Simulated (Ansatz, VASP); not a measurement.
# KTaO3 in two plane-wave programs, part 2 of 2

Wanted: the spread between two codes on one cell, functional and k mesh.

VASP 6.6.1 and Ansatz 0.2.0.

So far: The starting structure; VASP: band structure, HSE06.

**3. Ansatz: band structure, HSE06**

Level of this step: Ansatz beside VASP: Kohn-Sham DFT, plane waves, HSE06 (Ansatz).

Ansatz runs on its default PAW (the set named soft_2) files.

The same cell, functional, mesh and smearing now go to Ansatz, which takes its cutoff from its data sets.

input.yaml reads:

```yaml
crystal:
  lattice:
    - [3.9883, 0.0, 0.0]
    - [0.0, 3.9883, 0.0]
    - [0.0, 0.0, 3.9883]
  atoms:
    - { symbol: K, position: [0.5, 0.5, 0.5] }
    - { symbol: Ta, position: [0.0, 0.0, 0.0] }
    - { symbol: O, position: [0.5, 0.0, 0.0] }
    - { symbol: O, position: [0.0, 0.5, 0.0] }
    - { symbol: O, position: [0.0, 0.0, 0.5] }
hamiltonian:
  xc: { exchange: pbe, correlation: pbe, exx: { coeff: 0.25, omega: 0.2 } }
  pseudopotentials: { kind: paw }
kpoints:
  mp_grid: { grid: [4, 4, 4] }
  band_path:
    path:
      - [0.0, 0.0, 0.0]
      - [0.0, 0.3, 0.0]
      - [0.0, 0.5, 0.0]
      - [0.3, 0.5, 0.0]
      - [0.5, 0.5, 0.0]
      - [0.2, 0.2, 0.0]
      - [0.1, 0.1, 0.1]
      - [0.4, 0.4, 0.4]
      - [0.5, 0.5, 0.5]
      - [0.4, 0.5, 0.4]
      - [0.1, 0.5, 0.1]
      - [0.5, 0.5, 0.1]
      - [0.5, 0.5, 0.5]
    npoints: 1
scf:
  occupations: { method: gaussian, width: 0.02 }
  n_extra_bands: 8
output:
  forces: true
  stress: true
  eigenvalues: true
  write_density: true
  write_potential: true
  elf: true
  volumetric_format: npy
```

Command:

```sh
$ ansatz run input.yaml --threads 4 --pin off --max-ram 9216MiB --backend cpu --events-out ev --progress --plain --runs-dir out
```

Numbers of over 12 decimals in the logs are rounded to 6 here.

Output:

```text
Warning: output.stress: scf.convergence.dr2_threshold = 1e-7 eV (the SCF's general default) is looser than the 5e-10 eV advised for a printed stress (1e-10 eV for each atom of the cell: 5). What an SCF threshold leaves in a stress goes as its square root, and in the free energy as the threshold itself, and one threshold admits the most on a small cell: [figures from the program's tests cut] Set scf.convergence.dr2_threshold to 5e-10 eV or tighter. The threshold is an SCF's pass mark: one that does not reach it within its budget of iterations ends unconverged, or closes short of it on a stop that the run arms, and scf.convergence.dr2_threshold's page says what that costs each kind of run
Warning: output.stress: scf.exx.energy_threshold = 1e-6 eV is looser than the 5e-8 eV advised for a stress under a hybrid functional (1e-8 eV for each atom of the cell: 5). Every SCF of the exchange loop can meet its threshold on dr2 while the loop round them stops early: no threshold on dr2 bounds what that leaves in the stress. Set scf.exx.energy_threshold to 5e-8 eV or tighter. The threshold is the loop's pass mark: a loop that does not reach it within its budget of cycles ends unconverged, and scf.exx.energy_threshold's page has the law
scf.n_extra_bands = 8 over 20 filled bands (N_el = 40.0): the run solves 28 bands
Engine: ansatz 0.2.0, x86_64-unknown-linux-gnu
Pseudopotentials: kind: paw
Pseudopotential: K, paw, valence charge 9, recommended cutoff 420 eV (normal), K.paw.azcp
Pseudopotential: Ta, paw, valence charge 13, recommended cutoff 420 eV (normal), Ta.paw.azcp
Pseudopotential: O, paw, valence charge 6, recommended cutoff 420 eV (normal), O.paw.azcp
Functional definition: unnamed
  parameter a_1 = 0.25
  parameter omega_1 = 0.2/angstrom
  exchange = pbe_x + (-a_1)*pbe_x_sr(omega_1) + a_1*exact_x_sr(omega_1)
  correlation = pbe_c
Crystal: 5 atoms, lattice volume = 63.440 Å³
Basis set: ecut = 420 eV, 1237 PW (Γ), exchange–correlation on 54×54×54 points (8 copies of the dense FFT grid, shifted against one another)
Bands: 28, of which v1, the nominal top of the filled ones, is band 20 counted from 1 (19 counted from 0)
Symmetry: 48 space group operations
Space group: Pm-3m (ITA 221), of the structure as read, at distance tolerance 4.0e-5 Å
k-points: 10 of 64
Non-local potential: K, projectors of the file, l = 0: 3, l = 1: 2, l = 2: 2
Non-local potential: Ta, projectors of the file, l = 0: 3, l = 1: 2, l = 2: 2, l = 3: 1
Non-local potential: O, projectors of the file, l = 0: 2, l = 1: 2, l = 2: 1
PAW form: soft (Blöchl's): semilocal exchange-correlation on the pseudo side does not see the compensation charge
PAW frozen core: K, regenerated for the run's functional, and the local potential with it (the file was generated under x = pbe(κ = 0.804, μ = 0.219515), c = pbe(β = 0.066725))
PAW frozen core: Ta, regenerated for the run's functional, and the local potential with it (the file was generated under x = pbe(κ = 0.804, μ = 0.219515), c = pbe(β = 0.066725))
PAW frozen core: O, regenerated for the run's functional, and the local potential with it (the file was generated under x = pbe(κ = 0.804, μ = 0.219515), c = pbe(β = 0.066725))
PAW one-centre angular grid: K, 110 points (default); XC on 64 Gauss nodes
PAW one-centre angular grid: Ta, 590 points (default); XC on 64 Gauss nodes
PAW one-centre angular grid: O, 110 points (default); XC on 96 Gauss nodes
Initial density: superposition of atomic densities (neutral atoms: chi_scale 0, normalization atom), corrected by the library's trained network
Initial wavefunctions: pseudopotential atomic-orbital guess
Functional: x = pbe(κ = 0.804, μ = 0.219515), c = pbe(β = 0.066725), warm-up for x = pbe(κ = 0.804, μ = 0.219515) + 0.25 (exact − pbe) at short range (hse, ω = 0.2 Å⁻¹), c = pbe(β = 0.066725)
SCF iter   1: F=—  HF=-13178.177995 eV  |F-HF|=—  |Δ(HF+E_count)|=         —  Δρ=3.91e-3  dr2=1.33e-2  ethr=1.77e-3  ⟨swp⟩=13.6  Hψ=1362  notcnv=2
preconditioner: auto → none  [insulator: Δε(μ)=2.335 eV  Ē_g=14.716 eV  σ=0.020 eV  W_gap=1.00  n_scr=18 (ndim 8)  ℏωp=25.5 eV  f_vac=0.012  D(μ)=0.00/eV (n_scr^D=0)]
SCF iter   2: F=—  HF=-13178.176761 eV  |F-HF|=—  |Δ(HF+E_count)|=   1.23e-3  Δρ=3.75e-3  dr2=8.07e-3  ethr=3.33e-5  ⟨swp⟩=5.5  Hψ=876  notcnv=0  defer=3
iter 3 solved again at ethr=2.20e-7 eV; its pass at ethr=2.02e-5 eV (dr2=8.81e-5 eV) is discarded
SCF iter   3: F=-13178.174967 eV  HF=-13178.174930 eV  |F-HF|=3.68e-5  |Δ(HF+E_count)|=   1.83e-3  Δρ=5.34e-4  dr2=9.65e-5  ethr=2.20e-7  ⟨swp⟩=3.8  Hψ=1240  notcnv=0  defer=1
SCF 1 stopped early in 3 iterations: F = -13178.174967 eV  dr2 = 9.65e-5
  greatest PAW one-centre occupation: 0.998 electrons in one spin orbital (limit 2), on the Ta atom at site 1 (counted from 0), in its partial waves of l = 0
Initial density: handed on by an earlier stage of this run
Initial wavefunctions: those handed on with the density
Functional: x = pbe(κ = 0.804, μ = 0.219515) + 0.25 (exact − pbe) at short range (hse, ω = 0.2 Å⁻¹), c = pbe(β = 0.066725)
Exchange kernel: α = 0.2500, screened, ω = 0.2000 Å⁻¹, Wigner–Seitz truncation, v(0) = 1113.2534 eV·Å³, q-mesh 4×4×4, nearest image of the exchange supercell L = 15.95 Å, pair-density grid 20×20×20, without the augmentation charges, whose exchange is taken in its separable form by FFT convolution over the k-point mesh (sized by the pseudopotential files, 27×27×27 at the most), smooth part of the exact exchange by density-matrix convolution
Frozen-core exchange: fock
SCF iter   1: F=—  HF=-13179.148015 eV  |F-HF|=—  |Δ(HF+E_count)|=         —  Δρ=1.32e-2  dr2=1.83e-1  ethr=2.41e-6  ⟨swp⟩=7.3  Hψ=1350  notcnv=0
preconditioner: auto → none  [insulator: Δε(μ)=3.953 eV  Ē_g=17.118 eV  σ=0.020 eV  W_gap=1.00  n_scr=18 (ndim 8)  ℏωp=25.5 eV  f_vac=0.012  D(μ)=0.00/eV (n_scr^D=0)]
SCF iter   2: F=—  HF=-13179.102322 eV  |F-HF|=—  |Δ(HF+E_count)|=   4.57e-2  Δρ=1.07e-2  dr2=6.07e-2  ethr=2.41e-6  ⟨swp⟩=5.2  Hψ=1112  notcnv=0
SCF iter   3: F=—  HF=-13179.089741 eV  |F-HF|=—  |Δ(HF+E_count)|=   1.26e-2  Δρ=2.49e-3  dr2=4.79e-3  ethr=2.41e-6  ⟨swp⟩=4.4  Hψ=929  notcnv=0
SCF iter   4: F=—  HF=-13179.105183 eV  |F-HF|=—  |Δ(HF+E_count)|=   1.54e-2  Δρ=1.82e-3  dr2=2.35e-3  ethr=2.41e-6  ⟨swp⟩=4.2  Hψ=839  notcnv=0
SCF iter   5: F=—  HF=-13179.104523 eV  |F-HF|=—  |Δ(HF+E_count)|=   6.60e-4  Δρ=4.79e-4  dr2=8.21e-5  ethr=2.41e-6  ⟨swp⟩=3.4  Hψ=569  notcnv=0
SCF iter   6: F=-13179.104681 eV  HF=-13179.104668 eV  |F-HF|=1.30e-5  |Δ(HF+E_count)|=   1.45e-4  Δρ=1.54e-4  dr2=7.74e-6  ethr=1.59e-7  ⟨swp⟩=3.4  Hψ=636  notcnv=0  defer=1
SCF 2 stopped early in 6 iterations: F = -13179.104681 eV  dr2 = 7.74e-6
  greatest PAW one-centre occupation: 0.997 electrons in one spin orbital (limit 2), on the Ta atom at site 1 (counted from 0), in its partial waves of l = 0
hybrid outer 1: dexx = +1.722e-2 eV, tail = 4.57e-5 eV
Exchange kernel: α = 0.2500, screened, ω = 0.2000 Å⁻¹, Wigner–Seitz truncation, v(0) = 1113.2534 eV·Å³, q-mesh 4×4×4, nearest image of the exchange supercell L = 15.95 Å, pair-density grid 20×20×20, without the augmentation charges, whose exchange is taken in its separable form by FFT convolution over the k-point mesh (sized by the pseudopotential files, 27×27×27 at the most), smooth part of the exact exchange by density-matrix convolution
Frozen-core exchange: fock
SCF iter   1: F=—  HF=-13179.104296 eV  |F-HF|=—  |Δ(HF+E_count)|=         —  Δρ=4.67e-5  dr2=8.22e-7  ethr=5.71e-7  ⟨swp⟩=5.2  Hψ=707  notcnv=0
preconditioner: auto → none  [insulator: Δε(μ)=3.592 eV  Ē_g=16.948 eV  σ=0.020 eV  W_gap=1.00  n_scr=18 (ndim 8)  ℏωp=25.5 eV  f_vac=0.012  D(μ)=0.00/eV (n_scr^D=0)]
SCF iter   2: F=—  HF=-13179.104297 eV  |F-HF|=—  |Δ(HF+E_count)|=   1.27e-6  Δρ=2.79e-5  dr2=2.82e-7  ethr=1.67e-9  ⟨swp⟩=4.3  Hψ=738  notcnv=0  defer=2
SCF iter   3: F=—  HF=-13179.104297 eV  |F-HF|=—  |Δ(HF+E_count)|=   7.45e-8  Δρ=1.09e-5  dr2=2.00e-8  ethr=6.46e-10  ⟨swp⟩=3.1  Hψ=529  notcnv=0  defer=1
SCF iter   4: F=-13179.104297 eV  HF=-13179.104297 eV  |F-HF|=1.95e-10  |Δ(HF+E_count)|=   3.17e-9  Δρ=7.09e-7  dr2=3.15e-9  ethr=4.28e-11  ⟨swp⟩=3.7  Hψ=649  notcnv=0  defer=4
SCF 3 converged in 4 iterations: F = -13179.104297 eV  dr2 = 3.15e-9
  Residual-converged pass: ⟨swp⟩=3.0  Hψ=551  notcnv=0  max |occ|·‖R‖ = 2.3e-6 eV (tolerance 2.4e-6 eV)  dr2=3.20e-9  dr2_onsite=3.05e-11  max |Δocc| = 0.0e0
hybrid outer 2: dexx = +1.036e-6 eV, tail = 2.21e-8 eV, Δε = 2.81e-3 eV (about 7.34e-5 eV left of the loop's levels)
NSCF: frozen V_eff on 13 k-points
hybrid SCF converged: 2 outer / 10 inner (+3 warm-up), last move |dexx| = 1.04e-6 eV, tail = 2.21e-8 eV
Stability not checked: this state was not tested for a lower state beside it, because the functional holds exact exchange (a hybrid, or Hartree-Fock), whose exchange loop this test does not read (fock_operator; see scf.lower_state_search)
Free energy (F): -13179.104297 eV
Frozen-core exchange: fock
Harris-Foulkes:  -13179.104297 eV  (|F-HF|=1.95e-10)
Internal energy: -13179.104297 eV  (E = F + TS)
E sigma→0 (E₀):  -13179.104297 eV
Fermi energy:    9.486872 eV
--- Per-component energies (eV) ---
  E_band       = -333.244491
  E_kinetic    = 1146.877777
  E_local      = -2214.361962  (includes V_loc(G=0)·N_el)
  E_nonlocal   = 168.731853
  E_hartree    = 773.975153
  E_xc         = -459.738690
  E_vxc        = -517.648707  (∫ρ·V_xc dr)
  E_exx        = -119.251426  (= α·E_x^exact, valence–valence)
  E_paw        = -9650.432942  (= ΣΔE_a)
  E_vpaw       = -226.298277  (= ΣTr[D̂ρ^β])
  E_aug_tail   = 0.007366  (compensation charges beyond the density's cutoff)
  E_ewald      = -2821.337382
  E_core_change = -3.574049  (= ΣΔE_core)
  E_smearing   = -0.000000  (= −TS)
  E_closure    = 0.000004  (closes the sum)
  Σ components = -13179.104297   (vs F -13179.104297, Δ=-1.82e-12)
--- Forces (eV/Å), atoms counted from 1 ---
  atom   1  K      0.00000000    -0.00000000     0.00000000
  atom   2  Ta    -0.00000000    -0.00000000    -0.00000000
  atom   3  O      0.00000000    -0.00000000    -0.00000000
  atom   4  O      0.00000000    -0.00000000     0.00000000
  atom   5  O      0.00000000    -0.00000000     0.00000000
  max |Σ_I F_I| component: 2.76e-29 eV/Å
--- Stress (GPa, compression-positive) ---
       -0.311852      -0.000000       0.000000
        0.000000      -0.311852       0.000000
        0.000000       0.000000      -0.311852
  P = ⅓ Tr σ = -0.3119 GPa (-3.119 kbar)
--- Band table (eV; the first three rows and the last of 10) ---
  k-point 0: bands = [... 16 lower, 6.5605, 7.0374, 7.0374, 7.0374, 11.2831, 11.2831, 11.2831, 16.0078, ... 4 higher]
  k-point 1: bands = [... 16 lower, 5.9197, 6.3177, 6.8646, 6.8646, 11.3642, 12.8436, 12.8436, 16.0581, ... 4 higher]
  k-point 2: bands = [... 16 lower, 5.4140, 6.0914, 6.7923, 6.7923, 11.4490, 14.3384, 14.3384, 16.0736, ... 4 higher]
  k-point 9: bands = [... 16 lower, 3.5083, 7.6907, 7.6907, 7.6907, 15.9847, 15.9847, 15.9847, 18.4562, ... 4 higher]
```

Run time: 68 s. Hardware: 4 threads of Intel Xeon Platinum 8259CL at 2.50GHz (Skylake/Cascade Lake), shared host; peak memory 1.1 GiB; 3.9 min of CPU time.

The column dr2 measures how far the density is from self-consistency, as an energy; F and HF (Harris–Foulkes) agree once it is small.

**4. Comparison**

Known differences besides the potentials themselves: exact exchange at q = 0 is treated differently, which shows on coarse meshes; VASP keeps PBE cores, Ansatz makes them for the functional; the data sets hold 40 valence electrons in Ansatz (default PAW (the set named soft_2) files) and 38 in VASP; the cutoff is 420 eV in Ansatz and 520 eV in VASP; VASP takes a coarser grid for exact exchange (PRECFOCK = Fast). Total energies have different zeros and are not compared.

The two programs side by side:

```csv
quantity,Ansatz,VASP,difference
gap over the path points (eV),3.592,3.506,+0.087
```

Levels at points of the path, from each program's valence-band top (eV; 4 filled, then empty):

```csv
k (reciprocal lattice),Ansatz,VASP
0.000 0.000 0.000,-1.13 -0.65 -0.65 -0.65 3.59 3.59 3.59,-1.14 -0.65 -0.65 -0.65 3.51 3.51 3.51
0.000 0.300 0.000,-1.95 -1.44 -0.85 -0.85 3.70 5.61 5.61,-1.96 -1.45 -0.85 -0.85 3.61 5.53 5.53
0.000 0.500 0.000,-2.28 -1.60 -0.90 -0.90 3.76 6.65 6.65,-2.29 -1.60 -0.90 -0.90 3.67 6.57 6.57
0.300 0.500 0.000,-1.67 -1.63 -1.51 -0.37 5.70 6.68 7.47,-1.68 -1.65 -1.52 -0.37 5.62 6.60 7.39
0.500 0.500 0.000,-1.81 -1.53 -1.53 -0.04 6.69 6.69 8.15,-1.83 -1.54 -1.54 -0.04 6.62 6.62 8.06
0.200 0.200 0.000,-1.53 -1.32 -1.15 -0.86 4.66 4.81 5.39,-1.53 -1.32 -1.16 -0.87 4.58 4.73 5.32
0.100 0.100 0.100,-1.33 -1.03 -0.92 -0.92 4.14 4.23 4.23,-1.34 -1.04 -0.92 -0.92 4.06 4.15 4.15
0.400 0.400 0.400,-4.04 -0.22 -0.22 -0.12 7.75 7.86 7.86,-4.06 -0.22 -0.22 -0.12 7.67 7.78 7.78
0.500 0.500 0.500,-4.18 0.00 0.00 0.00 8.29 8.29 8.29,-4.21 0.00 0.00 0.00 8.21 8.21 8.21
0.400 0.500 0.400,-4.04 -0.19 -0.14 -0.07 7.83 8.01 8.10,-4.06 -0.19 -0.14 -0.07 7.75 7.92 8.01
```

Among the levels compared at these points, filled levels agree within 27 meV and empty ones within 89 meV.

**5. Results**

| Quantity | Value |
| --- | --- |
| difference in gap over the path points (band structure, HSE06) | 0.087 eV |

In words: The difference in gap over the path points is 0.087 eV (band structure, HSE06), beyond the 0.08 eV picked in this series as the mark of a large difference. Such differences can come from data sets, numerical settings and the points named under the comparisons, not from the functional's error against experiment.

[Lines on the potential files, build, host, timing and source positions are cut from VASP's logs without a mark.]

[Logs are printed without paths, hosts, clocks, repeated set-up lines and the standing remarks that a program may print on its own settings, such as how far it seeks lower states.]

[Hosts, paths, dates, database ids (printed as entryN), source tags and the programs' standing remarks are cut or masked in the printed files.]
